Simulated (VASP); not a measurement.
A convergence study with VASP on FeO (space group no. 225 when undisturbed): one setting is varied, all else stays as given below, so the limit is that of these other settings. One atom is moved off its site, so that forces are finite.

```
FeO
1.0
    4.31701     2.15850     2.15850
    2.15850     4.31701     2.15850
    2.15850     2.15850     4.31701
Fe O
2 2
Direct
  0.00334   0.00334   0.00334
  0.50000   0.50000   0.50000
  0.25000   0.25000   0.25000
  0.75000   0.75000   0.75000
```
Starting moments (μB, in the order of the record's atoms Fe Fe O O): 4.0 -4.0 0.0 0.0.

The numbers are results of PBEsol GGA, VASP's PBE PAW potentials (set 64) (plane waves; VASP), not measurements. The tightest run used: 400 eV cut-off, 13×13×13 Γ-centred mesh, Fermi-Dirac smearing of 0.010 eV, potentials Fe O.

### Question
The settings run are 2×2×2 mesh; 3×3×3 mesh; 4×4×4 mesh; 5×5×5 mesh; 6×6×6 mesh; 7×7×7 mesh; 8×8×8 mesh; 10×10×10 mesh; 11×11×11 mesh; 12×12×12 mesh; 13×13×13 mesh. From which on does the stress (every component) stay within 0.5 GPa of the tightest run?

### Answer
From 4×4×4 mesh on: it is off by 0.37 there and by no more than 0.5 in any finer run, while 3×3×3 mesh is off by 0.87.
```csv
setting,E (eV/atom),pressure (GPa),largest force (eV/Å),moment (μB),irreducible k-points,difference judged (GPa)
2×2×2 mesh,-7.8551,-18.37,0.624,0.013,4,2.05
3×3×3 mesh,-7.9256,-17.20,0.632,0.000,6,0.87
4×4×4 mesh,-7.8908,-15.96,0.382,-0.012,13,0.37
5×5×5 mesh,-7.8975,-16.16,0.392,-0.015,19,0.17
6×6×6 mesh,-7.9043,-16.28,0.436,0.005,32,0.27
7×7×7 mesh,-7.9051,-16.33,0.508,0.007,44,0.19
8×8×8 mesh,-7.9022,-16.27,0.520,-0.001,65,0.20
10×10×10 mesh,-7.9034,-16.23,0.471,-0.005,116,0.10
11×11×11 mesh,-7.9046,-16.25,0.482,0.003,146,0.08
12×12×12 mesh,-7.9037,-16.24,0.501,0.003,189,0.09
13×13×13 mesh,-7.9028,-16.33,0.489,-0.002,231,0.00
```

Left out are rungs that failed or repeat a setting and relaxations that didn't move; long series are thinned to 24 rows.

The structure is a typed FeO crystal (space group no. 225). The cell was not relaxed at this level, it is distorted from the ideal structure. The spin order is the one that the start imposed; others were not tried in this run.
